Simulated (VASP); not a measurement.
Given:

```
YN
1.0
    0.00000     2.45244     2.45244
    2.45244     0.00000     2.45244
    2.45244     2.45244     0.00000
Y N
1 1
Direct
  0.00000   0.00000   0.00000
  0.50000   0.50000   0.50000
```

All values below come from PBE GGA, VASP's PBE PAW potentials (set 64) (plane waves; VASP). Numerical set-up: 520 eV cut-off, 8×8×8 Γ-centred mesh, Gaussian smearing of 0.050 eV, potentials Y_sv N.

Q: Estimate the energy per atom (σ→0), band gap (on the k-mesh) with the smallest direct gap where there is one.

A: 
```json
{
 "band gap (on the k-mesh)": "0.20 eV",
 "smallest direct gap (on the k-mesh)": "0.60 eV",
 "energy per atom (σ→0)": "-9.114 eV/atom"
}
```

The compound is YN in the rock salt structure. It was relaxed first.
